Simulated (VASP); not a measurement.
Method: r2SCAN meta-GGA, VASP's PBE PAW potentials (set 64) (plane waves; VASP).

VASP ran on this input.

### POSCAR
```
GaAs
1.0
  0.0000000000   2.8250000000   2.8250000000
  2.8250000000   0.0000000000   2.8250000000
  2.8250000000   2.8250000000   0.0000000000
Ga As
1 1
Direct
  0.0000000000   0.0000000000   0.0000000000
  0.2500000000   0.2500000000   0.2500000000
```

INCAR:
```
PREC=Accurate
IBRION=2   ! conjugate gradients
LASPH=.True.   ! aspherical one-centre terms
ENCUT=400
LCHARG=.False.
EDIFFG=-0.01
ISIF=3   ! ions, shape and volume
LREAL=.False.   ! projection in real space or not
SYSTEM=GaAs
LWAVE=.False.
NSW=60
ISMEAR=0   ! Gaussian
METAGGA=R2SCAN
SIGMA=0.05   ! width (eV)
LMIXTAU=.True.
ALGO=Normal   ! blocked Davidson
LMAXMIX=4
EDIFF=1E-6   ! SCF stop (eV)
NELM=100   ! most electronic steps
```

**KPOINTS**
```
Regular mesh
0
G
 7 7 7
0 0 0
```

POTCAR, in this order: Ga_d As (PBE.64 set). Program: vasp_std.

The resulting files:

File OSZICAR:
```
       N       E                     dE             d eps       ncg     rms          rms(c)
DAV:   1     0.529115983646E+02    0.52912E+02   -0.84653E+03   528   0.168E+03
DAV:   2    -0.238928392037E+02   -0.76804E+02   -0.73546E+02   560   0.288E+02
DAV:   3    -0.290503387347E+02   -0.51575E+01   -0.51317E+01   685   0.703E+01
DAV:   4    -0.291238487064E+02   -0.73510E-01   -0.73494E-01   580   0.937E+00
DAV:   5    -0.291251390328E+02   -0.12903E-02   -0.12903E-02   655   0.103E+00    0.320E+00
DAV:   6    -0.269899094744E+02    0.21352E+01   -0.60444E-01   618   0.172E+01    0.196E+00
DAV:   7    -0.270975370450E+02   -0.10763E+00   -0.34736E-01   595   0.761E+00    0.901E-01
DAV:   8    -0.270201557507E+02    0.77381E-01   -0.13262E-01   525   0.496E+00    0.370E-01
DAV:   9    -0.269510296533E+02    0.69126E-01   -0.23663E-01   525   0.453E+00    0.217E-01
DAV:  10    -0.269571720625E+02   -0.61424E-02   -0.82277E-02   520   0.271E+00    0.751E-02
DAV:  11    -0.270409833000E+02   -0.83811E-01   -0.49192E-02   520   0.201E+00    0.645E-02
DAV:  12    -0.270412968137E+02   -0.31351E-03   -0.10758E-03   710   0.303E-01    0.335E-02
DAV:  13    -0.270442855074E+02   -0.29887E-02   -0.74953E-04   525   0.296E-01    0.154E-02
DAV:  14    -0.270449345733E+02   -0.64907E-03   -0.42291E-04   555   0.268E-01    0.420E-03
DAV:  15    -0.270450325544E+02   -0.97981E-04   -0.11836E-04   525   0.133E-01    0.807E-03
DAV:  16    -0.270450491542E+02   -0.16600E-04   -0.27009E-06   660   0.167E-02    0.546E-03
DAV:  17    -0.270450580931E+02   -0.89389E-05   -0.13751E-06   386   0.140E-02    0.174E-03
DAV:  18    -0.270450632575E+02   -0.51644E-05   -0.27866E-06   520   0.181E-02    0.306E-04
DAV:  19    -0.270450635053E+02   -0.24782E-06   -0.87295E-08   260   0.299E-03
   1 F= -.27045064E+02 E0= -.27045064E+02  d E =-.270451E+02
       N       E                     dE             d eps       ncg     rms          rms(c)
DAV:   1    -0.270630050846E+02   -0.17942E-01   -0.24049E-01   670   0.104E+01    0.774E-01
DAV:   2    -0.270491978714E+02    0.13807E-01   -0.23234E-02   635   0.356E+00    0.366E-01
DAV:   3    -0.270454450541E+02    0.37528E-02   -0.47737E-03   625   0.160E+00    0.771E-02
DAV:   4    -0.270449411620E+02    0.50389E-03   -0.14977E-03   597   0.584E-01    0.213E-02
DAV:   5    -0.270453444737E+02   -0.40331E-03   -0.18196E-04   520   0.157E-01    0.193E-02
DAV:   6    -0.270453438091E+02    0.66467E-06   -0.37194E-06   645   0.169E-02
   2 F= -.27045344E+02 E0= -.27045344E+02  d E =-.280304E-03
       N       E                     dE             d eps       ncg     rms          rms(c)
DAV:   1    -0.270480889353E+02   -0.27445E-02   -0.34181E-02   660   0.387E+00    0.297E-01
DAV:   2    -0.270460931243E+02    0.19958E-02   -0.34911E-03   645   0.144E+00    0.139E-01
DAV:   3    -0.270455823290E+02    0.51080E-03   -0.65728E-04   625   0.599E-01    0.303E-02
DAV:   4    -0.270455341358E+02    0.48193E-04   -0.18752E-04   585   0.203E-01    0.818E-03
DAV:   5    -0.270455558948E+02   -0.21759E-04   -0.15973E-05   520   0.436E-02    0.731E-03
DAV:   6    -0.270455559964E+02   -0.10156E-06   -0.41192E-07   345   0.612E-03
   3 F= -.27045556E+02 E0= -.27045556E+02  d E =-.492491E-03
       N       E                     dE             d eps       ncg     rms          rms(c)
DAV:   1    -0.270456320042E+02   -0.76109E-04   -0.10609E-03   670   0.683E-01    0.534E-02
DAV:   2    -0.270455626182E+02    0.69386E-04   -0.10795E-04   635   0.243E-01    0.248E-02
DAV:   3    -0.270455434761E+02    0.19142E-04   -0.22101E-05   625   0.107E-01    0.503E-03
DAV:   4    -0.270455391014E+02    0.43748E-05   -0.81968E-06   541   0.399E-02    0.147E-03
DAV:   5    -0.270455431267E+02   -0.40253E-05   -0.10969E-06   368   0.119E-02    0.125E-03
DAV:   6    -0.270455430383E+02    0.88429E-07   -0.51950E-08   260   0.255E-03
   4 F= -.27045543E+02 E0= -.27045543E+02  d E =-.479533E-03
```

**OUTCAR**
```
------------------------ aborting loop because EDIFF is reached ----------------------------------------
  FORCE on cell =-STRESS in cart. coord.  units (eV):
  Direction    XX          YY          ZZ          XY          YZ          ZX
  --------------------------------------------------------------------------------------
  Total       -0.0155342     -0.0155342     -0.0155342      0.0000000      0.0000000      0.0000000
  in kB       -0.5478123     -0.5478123     -0.5478123      0.0000000      0.0000000      0.0000000
  external PRESSURE =      -0.5478123 kB  Pullay stress =       0.0000000 kB
  volume of cell :       45.43
      direct lattice vectors                 reciprocal lattice vectors
     0.000000000  2.832125899  2.832125899    -0.176545824  0.176545824  0.176545824
     2.832125899  0.000000000  2.832125899     0.176545824 -0.176545824  0.176545824
     2.832125899  2.832125899  0.000000000     0.176545824  0.176545824 -0.176545824
  FREE ENERGIE OF THE ION-ELECTRON SYSTEM (eV)
  ---------------------------------------------------
  free  energy   TOTEN  =       -27.0455430383 eV

  energy  without entropy=      -27.0455430383  energy(sigma->0) =      -27.04554304

 reached required accuracy - stopping structural energy minimisation
```
(Selected blocks of OUTCAR.)

CONTCAR:
```
GaAs
   1.00000000000000
     0.0000000000000000    2.8321258992647005    2.8321258992647005
     2.8321258992647005    0.0000000000000000    2.8321258992647005
     2.8321258992647005    2.8321258992647005    0.0000000000000000
  Ga              As
     1     1
Direct
     1.0000000000000000    1.0000000000000000    1.0000000000000000
     0.2500000000000000    0.2500000000000000    0.2500000000000000
```

OUTCAR:
```
 val. band max:        3.6285062830   @ k =   0.0000   0.0000   0.0000

 cond. band min:       4.5792064924   @ k =   0.0000   0.0000   0.0000


 Fermi energy:         3.8556696429

 k-point     1 :       0.0000    0.0000    0.0000
  band No.  band energies     occupation
      1     -11.6002      2.00000
      2     -11.6002      2.00000
      3     -11.6001      2.00000
      4     -11.5117      2.00000
      5     -11.5117      2.00000
      6      -9.5405      2.00000
      7       3.6285      2.00000
      8       3.6285      2.00000
      9       3.6285      2.00000
     10       4.5792      0.00000
     11       7.6663      0.00000
     12       7.6665      0.00000
     13       7.6665      0.00000

 k-point     2 :       0.1429    0.0000    0.0000
  band No.  band energies     occupation
      1     -11.6190      2.00000
      2     -11.5952      2.00000
      3     -11.5951      2.00000
      4     -11.5114      2.00000
      5     -11.5114      2.00000
      6      -9.2924      2.00000
      7       1.3794      2.00000
      8       3.3265      2.00000
      9       3.3265      2.00000
     10       5.6111      0.00000
     11       8.1129      0.00000
     12       8.1130      0.00000
     13       8.3878      0.00000

 k-point     3 :       0.2857    0.0000    0.0000
  band No.  band energies     occupation
      1     -11.6563      2.00000
      2     -11.5856      2.00000
      3     -11.5856      2.00000
      4     -11.5104      2.00000
      5     -11.5104      2.00000
      6      -8.6209      2.00000
      7      -1.1388      2.00000
      8       2.8138      2.00000
      9       2.8138      2.00000
     10       5.3231      0.00000
     11       8.6377      0.00000
     12       8.6378      0.00000
     13      10.6578      0.00000

 k-point     4 :       0.4286    0.0000    0.0000
  band No.  band energies     occupation
      1     -11.6824      2.00000
      2     -11.5796      2.00000
      3     -11.5795      2.00000
...
```

The compound is GaAs in the zinc blende structure. This run relaxes it. Symmetry was kept, so distortions that lower it aren't found.
